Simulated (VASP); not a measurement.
Energy against volume of Cu (fcc). Method: PBE GGA with D4 dispersion, VASP's PBE PAW potentials (set 64) (plane waves; VASP). Run with 520 eV cut-off, 17×17×17 Γ-centred mesh, first-order Methfessel-Paxton smearing of 0.10 eV, potentials Cu.

| V (Å³/atom) | E (eV/atom) |
|---|---|
| 11.106 | -4.28644 |
| 11.449 | -4.29148 |
| 11.793 | -4.28611 |
| 12.136 | -4.27200 |

Q: Fit these four points and predict the energy of the run at 10.762 Å³/atom.

A: A cubic in V^(−2/3), the third-order Birch-Murnaghan form, passes through the four points with V0 = 11.43 Å³/atom and B0 = 162 GPa, and gives -4.2690 eV/atom there. The run gave -4.2689 eV/atom, +0.1 meV/atom from the fit; all five points give B0 = 163 GPa.

The compound is Cu in the fcc structure. It was relaxed first.
